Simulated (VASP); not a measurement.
A run of VASP 6.6.1 is set up as follows.

File INCAR:

```
SYSTEM = Ta3AsAu2O13
PREC = Accurate ; ENCUT = 520
EDIFF = 1E-8 ; ISMEAR = -1
SIGMA = 0.05 ; LREAL = .FALSE.
LASPH = .TRUE. ; NELM = 80
ALGO = Normal ; ISIF = 2
LWAVE = .FALSE. ; LCHARG = .FALSE.
GGA = PE ; LEFG = .TRUE.
KPAR = 4
```

KPOINTS

```
Automatic mesh
0
G
  7 7 3
  0 0 0
```

The input POSCAR:

```
Ta3AsAu2O13
1.0
    6.8006700000     -1.9216300000     -0.0262100000
    6.8006700000      1.9216300000     -0.0262100000
   -1.7222500000      0.0000000000     10.3728800000
Ta As Au O
3 1 2 13
Direct
    0.2983200000      0.2983200000      0.6304200000
    0.3583800000      0.3583800000      0.0038600000
    0.6415300000      0.6415300000      0.9984100000
    0.7021000000      0.7021000000      0.3624900000
    0.6017600000      0.6017600000      0.6318100000
    0.3998900000      0.3998900000      0.3657700000
    0.3425700000      0.3425700000      0.8055700000
    0.4163800000      0.4163800000      0.5563500000
    0.7815900000      0.7815900000      0.5938900000
    0.6595800000      0.6595800000      0.2007100000
    0.5909500000      0.5909500000      0.4348600000
    0.2189700000      0.2189700000      0.4115600000
    0.6154600000      0.6154600000      0.8221400000
    0.1440000000      0.1440000000      0.6409700000
    0.3830000000      0.3830000000      0.1794700000
    0.8449800000      0.8449800000      0.3582500000
    0.5005000000      0.5005000000      0.0025800000
    0.8126900000      0.8126900000      0.9923200000
    0.1873700000      0.1873700000      0.0085600000
```

Potentials or basis: VASP PAW PBE potentials, release 64 (Ta_pv, As, Au, O).

Launch:

```console
$ cat potpaw_PBE.64/Ta_pv/POTCAR potpaw_PBE.64/As/POTCAR potpaw_PBE.64/Au/POTCAR potpaw_PBE.64/O/POTCAR > POTCAR
$ mpirun -np 4 vasp_std > vasp.out
```

Problem. Predict the largest force.

Solution. 0.288 eV/Å.

Problem. What does it give for the pressure?

Solution. 0.7 GPa.

Stress tensor (GPa, compression positive):
```
 0.45  0.00 -0.05
 0.00  0.48  0.00
-0.05  0.00  1.07
```

The run has no spin-orbit coupling, so splittings on Au, Ta are missing.
